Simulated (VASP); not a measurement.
# Mg2CdO3 (P4/nmm) in VASP: a series of runs

One crystal, Mg2CdO3, is run at these levels: PBEsol, HSE06; tasks: relaxation of cell and atoms, single point.

Everything below comes from runs of VASP 6.6.1. Logs are shortened: lines on timing, memory, paths and dates and some standing lists are left out, and cuts for length are marked.

### Step 1. The crystal as given

It takes space group P4/nmm (No. 129, tetragonal). Conventional cell: a = 3.092 Å, b = 3.092 Å, c = 13.040 Å, α = 90.00°, β = 90.00°, γ = 90.00°. Cd (site symmetry 4mm) has 6 O at 2.19 to 2.36 Å as nearest neighbours. Mg (site symmetry 4mm) is surrounded by 6 O at 2.08 to 2.22 Å. Mg (site symmetry 4mm) has 6 O at 2.08 to 2.19 Å as nearest neighbours. Around O (site symmetry 4mm) lie 5 Cd at 2.19 to 2.36 Å and 1 Mg at 2.22 Å. O (site symmetry 4mm) is surrounded by 5 Mg at 2.08 to 2.19 Å and 1 Cd at 2.22 Å. O (site symmetry 4mm) has 6 Mg at 2.08 to 2.19 Å as nearest neighbours.

The cell comes from a database or a generator and needn't be the stable form of this composition.

### Step 2. Relaxation of cell and atoms, PBEsol

Input file INCAR:

```
SYSTEM = Mg2CdO3
  PREC = Accurate
  ENCUT = 600
  EDIFF = 1E-6
  ISMEAR = -1
  SIGMA = 0.05
  LREAL = .False.
  LASPH = .True.
  NELM = 80
  ALGO = Normal
  ISIF = 3
  LWAVE = .False.
  LCHARG = .False.
  GGA = PS
  IBRION = 2
  NSW = 40
  EDIFFG = -0.02
  KPAR = 8
```

Input file KPOINTS:

```
regular mesh
0
Gamma
  8 8 2
  0 0 0
```

Input file POSCAR:

```
Mg2CdO3
1.0
    3.0917065496      0.0000000000      0.0000000000
    0.0000000000      3.0917065496      0.0000000000
    0.0000000000      0.0000000000     13.0400000000
Cd Mg O
2 4 6
Direct
    0.0000000000      0.0000000000      0.0000000000
    0.5000000000      0.5000000000      0.1809816000
    0.0000000000      0.0000000000      0.3512269900
    0.5000000000      0.5000000000      0.5107362000
    0.0000000000      0.0000000000      0.6702454000
    0.5000000000      0.5000000000      0.8297546000
    0.5000000000      0.5000000000      0.0000000000
    0.0000000000      0.0000000000      0.1809816000
    0.5000000000      0.5000000000      0.3512269900
    0.0000000000      0.0000000000      0.5107362000
    0.5000000000      0.5000000000      0.6702454000
    0.0000000000      0.0000000000      0.8297546000
```

Potentials or basis: VASP PAW PBE potentials, release 64 (Cd, Mg, O).

Command:

```
$ cat potpaw_PBE.64/Cd/POTCAR potpaw_PBE.64/Mg/POTCAR potpaw_PBE.64/O/POTCAR > POTCAR
$ mpirun -np 8 vasp_std > vasp.out
```

OUTCAR:

```text
SYSTEM = Mg2CdO3
   PREC = Accurate
   ENCUT = 600
   EDIFF = 1E-6
   ISMEAR = -1
   LREAL = .False.
   LASPH = .True.
   NELM = 80
   ISIF = 3
   GGA = PS
   IBRION = 2
   NSW = 40
   EDIFFG = -0.02

 ion  position               nearest neighbor table
   1  0.000  0.000  0.000-   7 2.19   7 2.19   7 2.19   7 2.19  12 2.22   8 2.36   6 3.12   6 3.12
                             6 3.12   6 3.12   2 3.22   2 3.22   2 3.22   2 3.22
   2  0.500  0.500  0.181-   8 2.19   8 2.19   8 2.19   8 2.19   9 2.22   7 2.36   3 3.12   3 3.12
                             3 3.12   3 3.12   1 3.22   1 3.22   1 3.22   1 3.22
   3  0.000  0.000  0.351-  10 2.08   9 2.19   9 2.19   9 2.19   9 2.19   8 2.22   4 3.02   4 3.02
                             4 3.02   4 3.02   2 3.12   2 3.12   2 3.12   2 3.12
   4  0.500  0.500  0.511-  11 2.08   9 2.08  10 2.19  10 2.19  10 2.19  10 2.19   5 3.02   5 3.02
                             5 3.02   5 3.02   3 3.02   3 3.02   3 3.02   3 3.02
   5  0.000  0.000  0.670-  10 2.08  12 2.08  11 2.19  11 2.19  11 2.19  11 2.19   6 3.02   6 3.02
                             4 3.02   6 3.02   4 3.02   4 3.02   6 3.02   4 3.02
   6  0.500  0.500  0.830-  11 2.08  12 2.19  12 2.19  12 2.19  12 2.19   7 2.22   5 3.02   5 3.02
                             5 3.02   5 3.02   1 3.12   1 3.12   1 3.12   1 3.12
   7  0.500  0.500  0.000-   1 2.19   1 2.19   1 2.19   1 2.19   6 2.22   2 2.36
   8  0.000  0.000  0.181-   2 2.19   2 2.19   2 2.19   2 2.19   3 2.22   1 2.36
   9  0.500  0.500  0.351-   4 2.08   3 2.19   3 2.19   3 2.19   3 2.19   2 2.22
  10  0.000  0.000  0.511-   5 2.08   3 2.08   4 2.19   4 2.19   4 2.19   4 2.19
  11  0.500  0.500  0.670-   4 2.08   6 2.08   5 2.19   5 2.19   5 2.19   5 2.19
  12  0.000  0.000  0.830-   5 2.08   6 2.19   6 2.19   6 2.19   6 2.19   1 2.22

  LATTYP: Found a simple tetragonal cell.
 ALAT       =     3.0917065496
 C/A-ratio  =     4.2177353480

  Lattice vectors:

 A1 = (   3.0917065496,   0.0000000000,   0.0000000000)
 A2 = (   0.0000000000,   3.0917065496,   0.0000000000)
 A3 = (   0.0000000000,   0.0000000000,  13.0400000000)

Analysis of symmetry for initial positions (statically):
=====================================================================
 Subroutine PRICEL returns:
 Original cell was already a primitive cell.

 Routine SETGRP: Setting up the symmetry group for a
 simple tetragonal supercell.

 Subroutine GETGRP returns: Found 16 space group operations
 (whereof  8 operations were pure point group operations)
 out of a pool of 16 trial point group operations.

The static configuration has the point symmetry C_4v.
 The point group associated with its full space group is D_4h.

Analysis of symmetry for dynamics (positions and initial velocities):
=====================================================================
 Subroutine PRICEL returns:
 Original cell was already a primitive cell.

 Routine SETGRP: Setting up the symmetry group for a
 simple tetragonal supercell.

 Subroutine GETGRP returns: Found 16 space group operations
 (whereof  8 operations were pure point group operations)
 out of a pool of 16 trial point group operations.

The dynamic configuration has the point symmetry C_4v.
 The point group associated with its full space group is D_4h.

 Subroutine INISYM returns: Found 16 space group operations
 (whereof  8 operations are pure point group operations),
 and found     1 'primitive' translations

----------------------------------------------------------------------------------------

                                     Primitive cell

  volume of cell :     124.6448

  direct lattice vectors                    reciprocal lattice vectors
     3.091706550  0.000000000  0.000000000     0.323445962  0.000000000  0.000000000
     0.000000000  3.091706550  0.000000000     0.000000000  0.323445962  0.000000000
     0.000000000  0.000000000 13.040000000     0.000000000  0.000000000  0.076687117

  length of vectors
     3.091706550  3.091706550 13.040000000     0.323445962  0.323445962  0.076687117

  position of ions in fractional coordinates (direct lattice)
     0.000000000  0.000000000  0.000000000
     0.500000000  0.500000000  0.180981600
     0.000000000  0.000000000  0.351226990
     0.500000000  0.500000000  0.510736200
     0.000000000  0.000000000  0.670245400
     0.500000000  0.500000000  0.829754600
     0.500000000  0.500000000  0.000000000
     0.000000000  0.000000000  0.180981600
     0.500000000  0.500000000  0.351226990
     0.000000000  0.000000000  0.510736200
     0.500000000  0.500000000  0.670245400
     0.000000000  0.000000000  0.829754600

  ion indices of the primitive-cell ions
   primitive index   ion index
[... 39 lines left out ...]
 Following reciprocal coordinates:
            Coordinates               Weight
  0.000000  0.000000  0.000000      1.000000
  0.125000  0.000000  0.000000      4.000000
  0.250000  0.000000  0.000000      4.000000
  0.375000  0.000000  0.000000      4.000000
  0.500000  0.000000  0.000000      2.000000
  0.125000  0.125000  0.000000      4.000000
[... 16 lines left out ...]
  0.375000  0.125000  0.500000      8.000000
  0.500000  0.125000  0.500000      4.000000
 [... further k-points ...]
   k-points           NKPTS =     30   k-points in BZ     NKDIM =     30   number of bands    NBANDS=     41
   number of dos      NEDOS =    301   number of ions     NIONS =     12
   total plane-waves  NPLWV =  84672
   dimension x,y,z NGX =    28 NGY =   28 NGZ =  108
   dimension x,y,z NGXF=    56 NGYF=   56 NGZF=  216
   ions per type =               2   4   6
   NGX,Y,Z   is equivalent  to a cutoff of  15.06, 15.06, 13.77 a.u.
   NGXF,Y,Z  is equivalent  to a cutoff of  30.11, 30.11, 27.54 a.u.
 SYSTEM =  Mg2CdO3
   PREC   = accura    normal or accurate (medium, high low for compatibility)
   ISTART =      0    job   : 0-new  1-cont  2-samecut
   ICHARG =      2    charge: 1-file 2-atom 10-const
   ISPIN  =      1    spin polarized calculation?
   LNONCOLLINEAR =      F non collinear calculations
   LSORBIT =      F    spin-orbit coupling
   LASPH  =      T    aspherical Exc in radial PAW
   ENCUT  =  600.0 eV  44.10 Ry    6.64 a.u.   6.17  6.17 26.04*2*pi/ulx,y,z
   NELM   =     80;   NELMIN=  2; NELMDL= -5     # of ELM steps
   EDIFF  = 0.1E-05   stopping-criterion for ELM
   LREAL  =      F    real-space projection
   EDIFFG = -.2E-01   stopping-criterion for IOM
   NSW    =     40    number of steps for IOM
   IBRION =      2    ionic relax: 0-MD 1-quasi-New 2-CG
   NFREE  =      1    steps in history (QN), initial steepest desc. (CG)
   ISIF   =      3    stress and relaxation
   ISYM   =      2    0-nonsym 1-usesym 2-fastsym
   POTIM  = 0.5000    time-step for ionic-motion
   TEBEG  =    0.0;   TEEND  =   0.0 temperature during run
   PSTRESS=    0.0 pullay stress
   NELECT =      68.0000    total number of electrons
   NUPDOWN=      -1.0000    fix difference up-down
   EMIN   =  10.00;   EMAX   =-10.00  energy-range for DOS
   EFERMI =   0.00;   METHOD = LEGACY
   ISMEAR =    -1;   SIGMA  =   0.05  broadening in eV -4-tet -1-fermi 0-gaus
   EFERMI_NEDOS =   21; number of points for ismear=-14 and -15
   IALGO  =     38    algorithm
   IMIX   =      4    mixing-type and parameters
     AMIX     =   0.40;   BMIX     =  1.00
     AMIX_MAG =   1.60;   BMIX_MAG =  1.00
  volume/ion in A,a.u.               =      10.39        70.10
  Fermi-wavevector in a.u.,A,eV,Ry     =   1.337683  2.527854 24.346195  1.789395
  Thomas-Fermi vector in A             =   2.466212
   LORBIT       =      0    0 simple, 1 ext, 2 COOP (PROOUT), +10 PAW based schemes
   GGA     = PS    functional components
   LHFCALC =     F    Hartree Fock is set to
   AEXX    =    0.0000 exact exchange contribution
   IVDW    =     0    specifies the selected vdW correction
   LEPSILON=     F    determine dielectric tensor
   LRPA    =     F    only Hartree local field effects (RPA)
 conjugate gradient relaxation of ions
 non-spin polarized calculation
  energy-cutoff  :      600.00
  volume of cell :      124.64
 maximum number of plane-waves:      4200
 NGX is ok and might be reduce to    28
   NGX = 13   NGY = 13   NGZ = 53

--------------------------------------- Ionic step        1  -------------------------------------------

 number of electron      68.0000006 magnetization

 Free energy of the ion-electron system (eV)
  ---------------------------------------------------
  ext. energy  EPLUGINS =         0.00000000
  ---------------------------------------------------
  free energy    TOTEN  =       -65.78800797 eV

  energy without entropy =      -65.78800273  energy(sigma->0) =      -65.78800535

------------------------ aborting loop because EDIFF is reached ----------------------------------------

  FORCE on cell =-STRESS in cart. coord.  units (eV):
  Direction    XX          YY          ZZ          XY          YZ          ZX
  --------------------------------------------------------------------------------------
  -------------------------------------------------------------------------------------
  Total        5.8360536      5.8360536      5.2082807      0.0000000      0.0000000      0.0000000
  in kB       75.0163152     75.0163152     66.9469570      0.0000000      0.0000000      0.0000000
  external PRESSURE =      72.3265292 kB  Pullay stress =       0.0000000 kB
[... 119 lines left out ...]
  FREE ENERGIE OF THE ION-ELECTRON SYSTEM (eV)
  ---------------------------------------------------
  free  energy   TOTEN  =       -66.0055395795 eV

  energy  without entropy=      -66.0055364085  energy(sigma->0) =      -66.00553799

[... ionic steps 4 to 9 ...]

--------------------------------------- Ionic step       10  -------------------------------------------

 number of electron      68.0000008 magnetization

------------------------ aborting loop because EDIFF is reached ----------------------------------------
[... 87 lines left out ...]
--------------------------------------- Ionic step       12  -------------------------------------------

 number of electron      68.0000007 magnetization

 Free energy of the ion-electron system (eV)
  ---------------------------------------------------
  ext. energy  EPLUGINS =         0.00000000
  ---------------------------------------------------
  free energy    TOTEN  =       -66.10766302 eV

  energy without entropy =      -66.10765601  energy(sigma->0) =      -66.10765952

 E-fermi :   3.6062     XC(G=0): -11.4376

 val. band max:        3.1178197227   @ k =   0.5000   0.0000   0.0000
 cond. band min:       3.9909448500   @ k =   0.0000   0.0000   0.0000
 fundamental gap:      0.8731251273
 Fermi energy:         3.6062277031

 k-point     1 :       0.0000    0.0000    0.0000
  band No.  band energies     occupation
      1     -15.0227      2.00000
      2     -14.7817      2.00000
      3     -14.2899      2.00000
      4     -13.9107      2.00000
      5     -13.4493      2.00000
      6     -13.0949      2.00000
[... 1045 lines left out ...]
     40      10.7782      0.00000
     41      11.3492      0.00000

 [... further k-points ...]
[... 5 lines left out ...]
  --------------------------------------------------------------------------------------
  -------------------------------------------------------------------------------------
  Total        0.0459906      0.0459906     -0.0452461      0.0000000      0.0000000     -0.0000000
  in kB        0.5680629      0.5680629     -0.5588678      0.0000000      0.0000000     -0.0000000
  external PRESSURE =       0.1924193 kB  Pullay stress =       0.0000000 kB
[... 27 lines left out ...]
  FREE ENERGIE OF THE ION-ELECTRON SYSTEM (eV)
  ---------------------------------------------------
  free  energy   TOTEN  =       -66.1076630219 eV

  energy  without entropy=      -66.1076560090  energy(sigma->0) =      -66.10765952

 reached required accuracy - stopping structural energy minimisation
```

Wall time 5.9 min (8 MPI ranks of AMD EPYC 7R13 (Zen 3), shared host); peak memory 0.43 GiB.

What came out:

* Free energy: -66.1077 eV
* Relaxed volume: 10.81 Å³/atom
* Relaxed cell: a = 3.132 Å, b = 3.132 Å, c = 13.221 Å, α = 90.00°, β = 90.00°, γ = 90.00°
* Space group after relaxing (to 0.05 Å): P4/nmm (No. 129)
* Energy gained by relaxing: 26.6 meV/atom
* Ionic steps: 12
* Pressure after relaxing: 0.0 GPa
* Largest force after relaxing: 0.014 eV/Å
* Band gap on the k mesh: 0.87 eV, indirect (least direct gap 1.67 eV)

Forces in eV/Å, atoms in the order of the input:
```
Cd   0.000  0.000 -0.006
Cd   0.000  0.000  0.006
Mg   0.000  0.000  0.006
Mg   0.000  0.000 -0.004
Mg   0.000  0.000  0.004
Mg   0.000  0.000 -0.006
O    0.000  0.000 -0.008
O    0.000  0.000  0.008
O    0.000  0.000  0.014
O    0.000  0.000  0.014
O    0.000  0.000 -0.014
O    0.000  0.000 -0.014
```

Stress tensor (GPa, compression positive):
```
 0.06  0.00  0.00
 0.00  0.06  0.00
 0.00  0.00 -0.06
```

Step by step:
```
step  energy change (eV)  largest force (eV/Å)  pressure (GPa)  volume (Å³)
   1              0.0000                1.2214            7.23       124.64
   2             -0.1828                0.4894           -3.95       133.30
   3             -0.2175                0.5346           -1.08       130.70
   4             -0.2596                0.3734           -0.55       130.12
   5             -0.2900                0.2909            0.63       128.99
   6             -0.3081                0.1264           -0.07       129.62
   7             -0.3097                0.1502           -0.35       129.88
   8             -0.3168                0.0741            0.25       129.43
   9             -0.3171                0.1075            0.41       129.31
  10             -0.3191                0.0350           -0.16       129.86
  11             -0.3193                0.0322           -0.06       129.76
  12             -0.3197                0.0140            0.02       129.71
```

Final structure:
```
Cd Mg O
1.0
     3.13232    0.00000    0.00000
     0.00000    3.13232    0.00000
     0.00000    0.00000   13.22057
Cd Mg O
2 4 6
Direct
  0.00000 0.00000 0.99892
  0.50000 0.50000 0.18206
  0.00000 0.00000 0.35671
  0.50000 0.50000 0.51344
  0.00000 0.00000 0.66754
  0.50000 0.50000 0.82427
  0.50000 0.50000 0.98918
  0.00000 0.00000 0.19180
  0.50000 0.50000 0.35907
  0.00000 0.00000 0.51267
  0.50000 0.50000 0.66831
  0.00000 0.00000 0.82192
```

Levels at points of the mesh, in eV from the valence-band top:
```
           k point  band 32  band 33  band 34  band 35  band 36  band 37
(0.00, 0.00, 0.00)    -1.17    -0.79    -0.79     0.87     3.19     4.09
(0.50, 0.00, 0.00)    -1.07     0.00     0.00     4.44     4.44     6.51
(0.50, 0.50, 0.00)    -2.09    -1.93    -1.93     4.68     4.68     8.37
(0.00, 0.00, 0.50)    -1.18    -0.79    -0.79     1.11     2.81     4.52
(0.50, 0.00, 0.50)    -0.97     0.00     0.00     4.43     4.43     6.56
(0.50, 0.50, 0.50)    -2.06    -1.93    -1.93     4.69     4.69     8.41
```

Caveat: the PAW data sets were made with another functional, which shifts forces and pressure a little.

### Step 3. Single point, HSE06

This run uses another cell than the first one, of 10.81 Å³/atom, 1.041 times its volume.

Input file POSCAR:

```
Mg2CdO3                                 
1.0
    3.1323220176      0.0000000000      0.0000000000
    0.0000000000      3.1323220176      0.0000000000
    0.0000000000      0.0000000000     13.2205686249
  Cd              Mg              O             
     2     4     6
Direct
     0.0000000000000000    0.0000000000000000    0.9989223472087373
     0.5000000000000000    0.5000000000000000    0.1820592527912653
     0.0000000000000000    1.0000000000000000    0.3567090971243626
     0.5000000000000000    0.5000000000000000    0.5134398976893808
     0.0000000000000000    0.0000000000000000    0.6675417023106147
     0.5000000000000000    0.5000000000000000    0.8242724928756390
     0.5000000000000000    0.5000000000000000    0.9891777093876595
     0.0000000000000000    0.0000000000000000    0.1918038906123432
     0.5000000000000000    0.5000000000000000    0.3590664591380289
     0.0000000000000000    1.0000000000000000    0.5126723387596573
     0.5000000000000000    0.5000000000000000    0.6683092612403382
     0.0000000000000000    0.0000000000000000    0.8219151308619729
```

Input file INCAR.step1:

```
SYSTEM = Mg2CdO3
  PREC = Accurate
  ENCUT = 520
  EDIFF = 1E-5
  ISMEAR = -1
  SIGMA = 0.05
  LREAL = .False.
  LASPH = .True.
  NELM = 80
  ALGO = Normal
  ISIF = 2
  LWAVE = .True.
  LCHARG = .False.
  NBANDS = 46
  GGA = PE
```

Input file INCAR.step2:

```
SYSTEM = Mg2CdO3
  PREC = Accurate
  ENCUT = 520
  EDIFF = 1E-6
  ISMEAR = -1
  SIGMA = 0.05
  LREAL = .False.
  LASPH = .True.
  NELM = 80
  ALGO = Normal
  ISIF = 2
  LWAVE = .False.
  LCHARG = .False.
  GGA = PE
  LHFCALC = .True.
  HFSCREEN = 0.2
  PRECFOCK = Fast
  NBANDS = 46
  ISTART = 1
```

Input file KPOINTS:

```
regular mesh
0
Gamma
  4 4 1
  0 0 0
```

Potentials or basis: VASP PAW PBE potentials, release 64 (Cd, Mg, O).

Command:

```
$ cat potpaw_PBE.64/Cd/POTCAR potpaw_PBE.64/Mg/POTCAR potpaw_PBE.64/O/POTCAR > POTCAR
$ cp INCAR.step1 INCAR
$ mpirun -np 8 vasp_std > vasp.out
$ cp INCAR.step2 INCAR
$ mpirun -np 8 vasp_std > vasp.out
```

Run time: 5.2 min. Hardware: 8 MPI ranks of AMD EPYC 7R13 (Zen 3), shared host; peak memory 0.26 GiB.

Results (log left out):

* Free energy: -75.8516 eV
* Pressure: 0.0 GPa
* Largest force: 0.150 eV/Å
* Band gap on the k mesh: 2.30 eV, indirect (least direct gap 3.07 eV)

Forces in eV/Å, atoms in the order of the input:
```
Cd   0.000  0.000 -0.150
Cd   0.000  0.000  0.150
Mg   0.000  0.000  0.121
Mg   0.000  0.000 -0.004
Mg   0.000  0.000  0.004
Mg   0.000  0.000 -0.121
O    0.000  0.000  0.032
O    0.000  0.000 -0.032
O    0.000  0.000  0.001
O    0.000  0.000  0.012
O    0.000  0.000 -0.012
O    0.000  0.000 -0.001
```

Stress tensor (GPa, compression positive):
```
 0.29  0.00  0.00
 0.00  0.29  0.00
 0.00  0.00 -0.61
```

Levels at points of the mesh, in eV from the valence-band top:
```csv
k point,band 31,band 32,band 33,band 34,band 35,band 36,band 37,band 38
"(0.00, 0.00, 0.00)",-1.19,-1.19,-0.77,-0.77,2.30,4.92,5.85,7.54
"(0.50, 0.00, 0.00)",-1.11,-1.11,0.00,0.00,6.13,6.13,8.41,8.41
"(0.50, 0.50, 0.00)",-2.16,-2.16,-1.99,-1.99,6.63,6.63,10.32,10.32
```

Caveat: the k mesh is coarse (spacing up to 0.50 Å⁻¹), so the values aren't converged, least of all with exact exchange; the PAW data sets were made with another functional, which shifts forces and pressure a little; an odd mesh through Γ misses points on the zone boundary, where band edges often lie.
